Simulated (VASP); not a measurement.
```xyz
2
Lattice="0.0000 3.2871 3.2871 3.2871 0.0000 3.2871 3.2871 3.2871 0.0000" Properties=species:S:1:pos:R:3 pbc="T T T"
In     6.5741     6.5741     6.5741
Sb     1.6435     1.6435     1.6435
```

The numbers are results of optB86b-vdW, VASP's PBE PAW potentials (set 64) (plane waves; VASP 6.6.1), not measurements. Settings: 520 eV cut-off, 10×10×10 Γ-centred mesh, first-order Methfessel-Paxton smearing of 0.10 eV, potentials In_d Sb.

Unless said otherwise, spin-orbit coupling is left out, though it shifts the bands of the heavy elements here.

Task: What does the run give for the energy per atom (σ→0), band gap (on the k-mesh) with the smallest direct gap where there is one?

Result: 
```yaml
band gap (on the k-mesh): none (metal, semimetal or under 0.01 eV)
energy per atom (σ→0): -0.945 eV/atom
```

Total energies compare only between runs with the same potentials, cut-off and functional.

The compound is InSb in the zinc blende structure. It was relaxed first.
